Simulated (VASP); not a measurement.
Output of a VASP run:

### OSZICAR
```
...
DAV:   9    -0.432233997633E+02    0.29250E-02   -0.51231E-02  1272   0.132E+00    0.401E-01
DAV:  10    -0.432237591127E+02   -0.35935E-03   -0.11383E-02  1344   0.978E-01    0.197E-01
DAV:  11    -0.432235524923E+02    0.20662E-03   -0.12670E-03  1224   0.327E-01    0.256E-02
DAV:  12    -0.432235598308E+02   -0.73386E-05   -0.69447E-05  1352   0.659E-02    0.229E-02
DAV:  13    -0.432235604804E+02   -0.64955E-06   -0.52368E-06  1192   0.160E-02
   1 F= -.30749245E+02 E0= -.30749245E+02  d E =-.307492E+02
       N       E                     dE             d eps       ncg     rms          rms(c)
DAV:   1    -0.447663372671E+02   -0.15428E+01   -0.11270E+02  1040   0.953E+01    0.260E+01
DAV:   2    -0.419356152673E+02    0.28307E+01   -0.10350E+01  1016   0.231E+01    0.103E+01
DAV:   3    -0.413644080966E+02    0.57121E+00   -0.20729E+00  1328   0.120E+01    0.148E+00
DAV:   4    -0.413813713007E+02   -0.16963E-01   -0.29688E-01  1416   0.260E+00    0.155E+00
DAV:   5    -0.414037598505E+02   -0.22389E-01   -0.23689E-02  1528   0.957E-01    0.723E-01
DAV:   6    -0.414165320254E+02   -0.12772E-01   -0.25596E-02  1504   0.893E-01    0.143E-01
DAV:   7    -0.414169472513E+02   -0.41523E-03   -0.12468E-03  1184   0.230E-01    0.725E-02
DAV:   8    -0.414170782261E+02   -0.13097E-03   -0.21310E-04  1408   0.116E-01    0.111E-02
DAV:   9    -0.414170749932E+02    0.32328E-05   -0.12046E-05  1232   0.271E-02    0.989E-03
DAV:  10    -0.414170770809E+02   -0.20877E-05   -0.26558E-06  1168   0.176E-02    0.269E-03
DAV:  11    -0.414170768340E+02    0.24685E-06   -0.19728E-07   640   0.344E-03
   2 F= -.30386749E+02 E0= -.30386749E+02  d E =0.362496E+00
       N       E                     dE             d eps       ncg     rms          rms(c)
DAV:   1    -0.443445698804E+02   -0.29275E+01   -0.52455E+01  1104   0.654E+01    0.174E+01
DAV:   2    -0.431666702209E+02    0.11779E+01   -0.57875E+00  1352   0.164E+01    0.746E+00
DAV:   3    -0.428363255786E+02    0.33034E+00   -0.10226E+00  1440   0.811E+00    0.965E-01
DAV:   4    -0.428381707533E+02   -0.18452E-02   -0.21923E-01  1512   0.233E+00    0.998E-01
DAV:   5    -0.428471828326E+02   -0.90121E-02   -0.92654E-03  1528   0.587E-01    0.622E-01
DAV:   6    -0.428557502054E+02   -0.85674E-02   -0.15389E-02  1528   0.797E-01    0.951E-02
DAV:   7    -0.428560461780E+02   -0.29597E-03   -0.23853E-03  1272   0.287E-01    0.596E-02
DAV:   8    -0.428560655416E+02   -0.19364E-04   -0.27945E-04  1224   0.117E-01    0.210E-02
DAV:   9    -0.428560696246E+02   -0.40830E-05   -0.21266E-05  1408   0.345E-02    0.571E-03
DAV:  10    -0.428560701585E+02   -0.53391E-06   -0.24456E-06  1032   0.107E-02
   3 F= -.30828404E+02 E0= -.30828404E+02  d E =-.791589E-01
       N       E                     dE             d eps       ncg     rms          rms(c)
DAV:   1    -0.428434686643E+02    0.12601E-01   -0.83644E-03  1072   0.817E-01    0.212E-01
DAV:   2    -0.428432629540E+02    0.20571E-03   -0.90139E-04  1136   0.208E-01    0.851E-02
DAV:   3    -0.428432146860E+02    0.48268E-04   -0.13809E-04  1392   0.995E-02    0.124E-02
DAV:   4    -0.428432154251E+02   -0.73909E-06   -0.32371E-05  1488   0.282E-02    0.131E-02
DAV:   5    -0.428432177463E+02   -0.23212E-05   -0.99812E-07   696   0.741E-03    0.699E-03
DAV:   6    -0.428432204741E+02   -0.27278E-05   -0.37682E-06  1064   0.982E-03    0.138E-03
DAV:   7    -0.428432205589E+02   -0.84718E-07   -0.24042E-07   528   0.346E-03
   4 F= -.30828479E+02 E0= -.30828479E+02  d E =-.792344E-01
```

File OUTCAR:
```
------------------------ aborting loop because EDIFF is reached ----------------------------------------
  FORCE on cell =-STRESS in cart. coord.  units (eV):
  Direction    XX          YY          ZZ          XY          YZ          ZX
  --------------------------------------------------------------------------------------
  Total       12.0052118     12.0052118     12.0052118      0.0000000      0.0000000      0.0000000
  in kB      299.7620512    299.7620512    299.7620512      0.0000000      0.0000000      0.0000000
  external PRESSURE =      -0.2379488 kB  Pullay stress =     300.0000000 kB
  volume of cell :       64.17
      direct lattice vectors                 reciprocal lattice vectors
     4.003451633  0.000000000  0.000000000     0.249784459 -0.000000000 -0.000000000
     0.000000000  4.003451633 -0.000000000     0.000000000  0.249784459 -0.000000000
     0.000000000  0.000000000  4.003451633    -0.000000000  0.000000000  0.249784459
 POSITION                                       TOTAL-FORCE (eV/Angst)
 -----------------------------------------------------------------------------------
      0.00000      0.00000      0.00000        -0.000000     -0.000000      0.000000
      2.00173      2.00173      2.00173         0.000000      0.000000      0.000000
      2.00173      0.00000      2.00173         0.000000      0.000000      0.000000
      0.00000      2.00173      2.00173         0.000000      0.000000      0.000000
      2.00173      2.00173      0.00000        -0.000000     -0.000000      0.000000
 -----------------------------------------------------------------------------------
    total drift:                                0.000000      0.000000      0.000000
  FREE ENERGIE OF THE ION-ELECTRON SYSTEM (eV)
  ---------------------------------------------------
  free  energy   TOTEN  =       -42.8432205589 eV

  energy  without entropy=      -42.8432205589  energy(sigma->0) =      -42.84322056
  enthalpy is  TOTEN    =       -30.8284790804 eV   P V=       12.0147414785

 reached required accuracy - stopping structural energy minimisation
```
(Selected blocks of OUTCAR.)

### POSCAR
```
BaZrO3
1
    4.0538594515     0.0000000000     0.0000000000
    0.0000000000     4.0538594515     0.0000000000
    0.0000000000     0.0000000000     4.0538594515
Ba Zr O
1 1 3
Direct
  0.0000000000   0.0000000000   0.0000000000
  0.5000000000   0.5000000000   0.5000000000
  0.5000000000   0.0000000000   0.5000000000
  0.0000000000   0.5000000000   0.5000000000
  0.5000000000   0.5000000000   0.0000000000
```

Q: Reconstruct the remaining input files.

A: Several could match; the one computed here: the input of the run itself, PBEsol GGA, plane waves, VASP's PBE PAW potentials (set 64).

**KPOINTS**
```
Automatic mesh
0
Gamma
6 6 6
0 0 0
```

INCAR:
```
ALGO=Normal
EDIFF=1E-6
EDIFFG=-0.02
ENCUT=620
GGA=PS
IBRION=2
ISIF=3
ISMEAR=0
LASPH=.TRUE.
LCHARG=.FALSE.
LMAXMIX=4
LREAL=.FALSE.
LWAVE=.FALSE.
NELM=100
NSW=40
PREC=Accurate
PSTRESS=300
SIGMA=0.05
SYSTEM=BaZrO3
```

POTCAR, in this order: Ba_sv Zr_sv O (PBE.64 set). Program: vasp_std.

Energy and stress use the plane-wave basis of the starting cell.

The compound is BaZrO3 in the cubic perovskite structure. This run relaxes it under an external pressure of 30 GPa. Symmetry was kept, so distortions that lower it aren't found.
